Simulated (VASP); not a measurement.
Output of a VASP run:

OSZICAR:
```
       N       E                     dE             d eps       ncg     rms          rms(c)
DAV:   1     0.119428423145E+03    0.11943E+03   -0.10157E+04  1670   0.112E+03
DAV:   2    -0.888235980571E+01   -0.12831E+03   -0.12594E+03  1874   0.310E+02
DAV:   3    -0.118849498966E+02   -0.30026E+01   -0.29727E+01  1874   0.488E+01
DAV:   4    -0.119084723433E+02   -0.23522E-01   -0.23518E-01  2020   0.435E+00
DAV:   5    -0.119088913759E+02   -0.41903E-03   -0.41903E-03  1940   0.461E-01    0.108E+01
DAV:   6    -0.117874735903E+02    0.12142E+00   -0.78584E-01  1634   0.930E+00    0.526E+00
DAV:   7    -0.117600060515E+02    0.27468E-01   -0.14648E-01  1628   0.420E+00    0.361E+00
DAV:   8    -0.117542449711E+02    0.57611E-02   -0.36614E-02  1784   0.195E+00    0.237E-01
DAV:   9    -0.117541144084E+02    0.13056E-03   -0.18462E-03  1664   0.362E-01    0.416E-02
DAV:  10    -0.117540915503E+02    0.22858E-04   -0.68879E-05  2000   0.810E-02    0.246E-02
DAV:  11    -0.117540937198E+02   -0.21695E-05   -0.10541E-05  1712   0.309E-02    0.757E-03
DAV:  12    -0.117540935454E+02    0.17443E-06   -0.10931E-07  1030   0.297E-03
   1 F= -.11754094E+02 E0= -.11755156E+02  d E =-.117541E+02
       N       E                     dE             d eps       ncg     rms          rms(c)
DAV:   1    -0.117680508172E+02   -0.13957E-01   -0.24706E-01  1586   0.603E+00    0.941E-01
DAV:   2    -0.117571632301E+02    0.10888E-01   -0.78446E-02  1574   0.309E+00    0.355E-01
DAV:   3    -0.117541762013E+02    0.29870E-02   -0.68803E-03  1586   0.901E-01    0.113E-01
DAV:   4    -0.117539970385E+02    0.17916E-03   -0.14406E-03  1634   0.322E-01    0.506E-02
DAV:   5    -0.117540233964E+02   -0.26358E-04   -0.27877E-05  1922   0.457E-02    0.211E-02
DAV:   6    -0.117540303618E+02   -0.69654E-05   -0.93678E-06  1754   0.221E-02    0.290E-03
DAV:   7    -0.117540298754E+02    0.48637E-06   -0.50897E-07  1186   0.604E-03
   2 F= -.11754030E+02 E0= -.11755120E+02  d E =0.636699E-04
       N       E                     dE             d eps       ncg     rms          rms(c)
DAV:   1    -0.117584167613E+02   -0.43864E-02   -0.72978E-02  1580   0.329E+00    0.509E-01
DAV:   2    -0.117553036298E+02    0.31131E-02   -0.24022E-02  1574   0.172E+00    0.202E-01
DAV:   3    -0.117543011134E+02    0.10025E-02   -0.21989E-03  1574   0.508E-01    0.647E-02
DAV:   4    -0.117542343752E+02    0.66738E-04   -0.45484E-04  1628   0.166E-01    0.267E-02
DAV:   5    -0.117542360139E+02   -0.16387E-05   -0.16148E-05  1844   0.335E-02    0.154E-02
DAV:   6    -0.117542335302E+02    0.24837E-05   -0.65222E-06  1736   0.212E-02    0.194E-03
DAV:   7    -0.117542337427E+02   -0.21250E-06   -0.24321E-07   982   0.563E-03
   3 F= -.11754234E+02 E0= -.11755309E+02  d E =-.140197E-03
```

OUTCAR:
```
------------------------ aborting loop because EDIFF is reached ----------------------------------------
  FORCE on cell =-STRESS in cart. coord.  units (eV):
  Direction    XX          YY          ZZ          XY          YZ          ZX
  --------------------------------------------------------------------------------------
  Total        0.0015229      0.0015229      0.0015229     -0.0000000     -0.0000000      0.0000000
  in kB        0.0718985      0.0718985      0.0718985     -0.0000000     -0.0000000      0.0000000
  external PRESSURE =       0.0718985 kB  Pullay stress =       0.0000000 kB
  volume of cell :       33.94
      direct lattice vectors                 reciprocal lattice vectors
     0.000000000  2.569696718  2.569696718    -0.194575491  0.194575491  0.194575491
     2.569696718  0.000000000  2.569696718     0.194575491 -0.194575491  0.194575491
     2.569696718  2.569696718  0.000000000     0.194575491  0.194575491 -0.194575491
 POSITION                                       TOTAL-FORCE (eV/Angst)
 -----------------------------------------------------------------------------------
      0.00000      0.00000      0.00000        -0.000000      0.000000      0.000000
      2.56970      2.56970      2.56970         0.000000      0.000000     -0.000000
 -----------------------------------------------------------------------------------
    total drift:                                0.000000     -0.000000     -0.000000
  FREE ENERGIE OF THE ION-ELECTRON SYSTEM (eV)
  ---------------------------------------------------
  free  energy   TOTEN  =       -11.7542337427 eV

  energy  without entropy=      -11.7574603685  energy(sigma->0) =      -11.75530928

 reached required accuracy - stopping structural energy minimisation
```
(Selected blocks of OUTCAR.)

### POSCAR
```
RuSe
1
    0.0000000000     2.5722840840     2.5722840840
    2.5722840840    -0.0000000000     2.5722840840
    2.5722840840     2.5722840840     0.0000000000
Ru Se
1 1
Direct
  1.0000000000   0.0000000000   1.0000000000
  0.5000000000   0.5000000000   0.5000000000
```

Question: Write an INCAR and KPOINTS that could have produced this output.

Answer: This is not unique; one that fits is the input of the run itself, PBE GGA, plane waves, VASP's PBE PAW potentials (set 64).

**INCAR**
```
! general
SYSTEM   =  RuSe
PREC     =  Accurate
ENCUT    =  400
LREAL    =  .FALSE.
LASPH    =  .TRUE.

! electronic loop
EDIFF    =  1E-6
NELM     =  100
ALGO     =  Normal
LMAXMIX  =  4

! smearing
ISMEAR   =  1
SIGMA    =  0.1

! functional
GGA      =  PE

! ions
IBRION   =  2
NSW      =  60
ISIF     =  3
EDIFFG   =  -0.01

! output
LWAVE    =  .FALSE.
LCHARG   =  .FALSE.
```

File KPOINTS:
```
Automatic mesh
0
Gamma
11 11 11
0 0 0
```

POTCAR, in this order: Ru_pv Se (PBE.64 set). Program: vasp_std.

The structure was generated: RuSe was put into the rock salt type (Fm-3m), which need not be its known phase. This run relaxes it. Symmetry was kept, so distortions that lower it aren't found. The start is the result of an earlier pass.
